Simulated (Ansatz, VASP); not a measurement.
# Na15W8O32 (V_Na) in two plane-wave programs

Aim: how closely do two programs agree when they are given the same cell, functional and k mesh? The structure shown is the end of the VASP relaxation below.

Method: plane waves, with VASP 6.6.1 beside it; single point at PBEsol, in Ansatz 0.2.0.

## 1. Starting point

The cell holds 55 atoms: 15 Na, 8 W and 32 O. Cell: a = 9.041 Å, b = 9.041 Å, c = 9.041 Å, α = 90.0°, β = 90.0°, γ = 90.0°. It derives from Na2WO4 (Na2WO4 (Fd-3m)). Nearest the centre at fractional (0.875, 0.375, 0.625): O42 at 2.49 Å, O27 at 2.49 Å, O28 at 2.49 Å, O38 at 2.49 Å, O54 at 2.49 Å, O46 at 2.50 Å, Na13 at 3.08 Å, Na7 at 3.08 Å. The cell carries charge −1.

## 2. VASP: relaxation, PBEsol

This run makes the geometry at which the two programs are then compared.

Lines of VASP's logs that name or quote its potential files are left out, and so is its time.

Input file INCAR:

```
SYSTEM = Na15W8O32
PREC = Normal
ENCUT = 400
EDIFF = 1E-05
NELM = 120
ISMEAR = 0
SIGMA = 0.05
LREAL = Auto
ALGO = Fast
GGA = PS
NELECT = 256
LORBIT = 11
LWAVE = True
LCHARG = .FALSE.
NCORE = 4
IBRION = 2
NSW = 50
ISIF = 2
EDIFFG = -0.03
POTIM = 0.4
MAXMIX = 40
ISYM = 0
```

Input file POSCAR:

```
Na15W8O32
1.0
    9.0413493714      0.0000000000      0.0000000000
    0.0000000000      9.0413493714      0.0000000000
    0.0000000000      0.0000000000      9.0413493714
Na W O
15 8 32
Direct
    0.1261466800      0.3777262000      0.3760964200
    0.1250000000      0.8750000000      0.8750000000
    0.6232183400      0.3769282000      0.8762096800
    0.6250000000      0.8750000000      0.3750000000
    0.3750000000      0.1250000000      0.3750000000
    0.3750000000      0.6250000000      0.8750000000
    0.8724055600      0.1241466100      0.8750270200
    0.8740855300      0.6292938200      0.3783404000
    0.3750000000      0.3750000000      0.1250000000
    0.3750000000      0.8750000000      0.6250000000
    0.8750000000      0.8750000000      0.1250000000
    0.1250000000      0.1250000000      0.1250000000
    0.1232944800      0.6195315400      0.6255556600
    0.6253617200      0.1209275400      0.6227329900
    0.6250000000      0.6250000000      0.1250000000
    0.2500000000      0.2500000000      0.7500000000
    0.2500000000      0.7500000000      0.2500000000
    0.7500000000      0.2500000000      0.2500000000
    0.7500000000      0.7500000000      0.7500000000
    0.0000000000      0.0000000000      0.5000000000
    0.0000000000      0.5000000000      0.0000000000
    0.5000000000      0.0000000000      0.0000000000
    0.5000000000      0.5000000000      0.5000000000
    0.3647338500      0.1352661500      0.6352661500
    0.3647338500      0.6352661500      0.1352661500
    0.8647338500      0.1352661500      0.1352661500
    0.8643688200      0.6337868500      0.6378387400
    0.1359086400      0.3593225500      0.6313004900
    0.1352661500      0.8647338500      0.1352661500
    0.6352661500      0.3647338500      0.1352661500
    0.6352661500      0.8647338500      0.6352661500
    0.1352661500      0.1352661500      0.8647338500
    0.1352661500      0.6352661500      0.3647338500
    0.6352661500      0.1352661500      0.3647338500
    0.6352661500      0.6352661500      0.8647338500
    0.3647338500      0.3647338500      0.8647338500
    0.3647338500      0.8647338500      0.3647338500
    0.8652125100      0.3640987300      0.3675613300
    0.8647338500      0.8647338500      0.8647338500
    0.3852661500      0.1147338500      0.1147338500
    0.3852661500      0.6147338500      0.6147338500
    0.8873130100      0.1231880100      0.6114127000
    0.8852661500      0.6147338500      0.1147338500
    0.1147338500      0.3852661500      0.1147338500
    0.1147338500      0.8852661500      0.6147338500
    0.6119311600      0.3842049400      0.6115803400
    0.6147338500      0.8852661500      0.1147338500
    0.1147338500      0.1147338500      0.3852661500
    0.1147338500      0.6147338500      0.8852661500
    0.6147338500      0.1147338500      0.8852661500
    0.6147338500      0.6147338500      0.3852661500
    0.3852661500      0.3852661500      0.3852661500
    0.3852661500      0.8852661500      0.8852661500
    0.8852609500      0.3882509900      0.8844808800
    0.8852661500      0.8852661500      0.3852661500
```

Input file KPOINTS:

```
Automatic mesh
0
Gamma
1 1 1
0 0 0
```

PAW data sets: Na, W and O (PBE family, release 64).

Launch:

```console
mpirun -np 4 vasp_gam
```

Numbers of over 12 decimals in the logs are rounded to 6 here.

The program printed:

```text
[banner, memory and clock lines left out]
running    4 mpi-ranks, on    1 nodes
[...]
|                                                                             |
|               ----> ADVICE to this user running VASP <----                  |
|                                                                             |
|     You enforced a specific xc type in the INCAR file but a different       |
|     [... a line on the potential file left out ...]
|     I HOPE YOU KNOW WHAT YOU ARE DOING!                                     |
|                                                                             |

 LDA part: xc-table for (Slater+PW92), standard interpolation
 POSCAR, INCAR and KPOINTS ok, starting setup
[...]
entering main loop
       N       E                     dE             d eps       ncg     rms          rms(c)
DAV:   1     0.237230770427E+04    0.23723E+04   -0.11848E+05   320   0.127E+03
DAV:   2    -0.177143324176E+03   -0.25495E+04   -0.24278E+04   372   0.368E+02
[...]
RMM:  16    -0.413366646320E+03   -0.57762E-05   -0.98485E-05   307   0.203E-02
   1 F= -.41336665E+03 E0= -.41336665E+03  d E =-.413367E+03
[... from here on, the cycles between the ionic steps are left out ...]
   2 F= -.41281505E+03 E0= -.41281505E+03  d E =0.551600E+00
  30 F= -.41383949E+03 E0= -.41383949E+03  d E =-.239913E-02
  31 F= -.41383949E+03 E0= -.41383949E+03  d E =-.240205E-02
  32 F= -.41384023E+03 E0= -.41384023E+03  d E =-.738936E-03
  33 F= -.41384070E+03 E0= -.41384070E+03  d E =-.120649E-02
  34 F= -.41384135E+03 E0= -.41384135E+03  d E =-.654364E-03
  35 F= -.41384271E+03 E0= -.41384271E+03  d E =-.201396E-02
  36 F= -.41384282E+03 E0= -.41384282E+03  d E =-.212135E-02
  37 F= -.41384319E+03 E0= -.41384319E+03  d E =-.249796E-02
  38 F= -.41384318E+03 E0= -.41384318E+03  d E =-.248298E-02
  39 F= -.41384319E+03 E0= -.41384319E+03  d E =-.249618E-02
  40 F= -.41384358E+03 E0= -.41384358E+03  d E =-.385808E-03
  41 F= -.41384358E+03 E0= -.41384358E+03  d E =-.390493E-03
  42 F= -.41384378E+03 E0= -.41384378E+03  d E =-.198660E-03
 trial-energy change:   -0.000199  1 .order   -0.000187   -0.000275   -0.000099
 step:   0.5937(harm=  0.5937)  dis= 0.00099  next Energy=  -413.843798 (dE=-0.216E-03)
 reached required accuracy - stopping structural energy minimisation
 writing wavefunctions
```

Parts of OUTCAR (step 2):

```text
  Total      -11.8888362    -11.9016740    -11.9039231     -2.0598069      2.0530593      2.0417556
  in kB      -25.7721216    -25.7999509    -25.8048263     -4.4651632      4.4505361      4.4260323
  external PRESSURE =     -25.7922996 kB  Pullay stress =       0.0000000 kB

 POSITION                                       TOTAL-FORCE (eV/Angst)
 -----------------------------------------------------------------------------------
      1.04636      3.35385      3.46866         0.006644     -0.011134      0.003000
      1.10855      7.91057      7.88988        -0.000381      0.003467     -0.000015
      5.73089      3.42623      7.82740        -0.002220      0.013411      0.005297
      5.67166      7.91310      3.41240        -0.003329     -0.004535     -0.008692
      3.39150      1.15100      3.41050        -0.000996      0.002206      0.002798
      3.38934      5.62936      7.89086         0.001126      0.003503     -0.002377
      7.94768      1.21612      7.82934         0.008114     -0.006203      0.003734
      7.87553      5.57050      3.47620        -0.015816      0.007455     -0.007073
      3.38755      3.39017      1.12346        -0.001807      0.000584      0.000886
      3.38743      7.90197      5.64681         0.001495      0.002662      0.000475
      7.91047      7.91983      1.13307        -0.002778     -0.003017     -0.000012
      1.11062      1.15151      1.12808        -0.002271     -0.001864      0.001962
      1.04696      5.56605      5.68538         0.002470      0.002720      0.014842
      5.73230      1.21017      5.61616        -0.003600     -0.002521     -0.014508
[...]
-----------------------------------------------------------------------------------
    total drift:                               -0.004398     -0.000034     -0.029523

  FREE ENERGIE OF THE ION-ELECTRON SYSTEM (eV)
  ---------------------------------------------------
  free  energy   TOTEN  =      -413.8437814094 eV

  energy  without entropy=     -413.8437814094  energy(sigma->0) =     -413.84378141

 reached required accuracy - stopping structural energy minimisation

[... 2 further parts left out ...]
[key lines of the parts left out:]
E-fermi :   0.3005
```

This run has no spin polarisation, so a moment on W, if there is one, isn't seen. The cell is charged against a uniform background. The data sets Na and W keep the semicore shell frozen, which is cheaper and a little less accurate.

(Continued in part 2 of 2.)

[Lines on the potential files, build, host, timing and source positions are cut from VASP's logs without a mark.]

[Logs are printed without paths, hosts, clocks, repeated set-up lines and the standing remarks that a program may print on its own settings, such as how far it seeks lower states.]

[Hosts, paths, dates, database ids (printed as entryN), source tags and the programs' standing remarks are cut or masked in the printed files.]
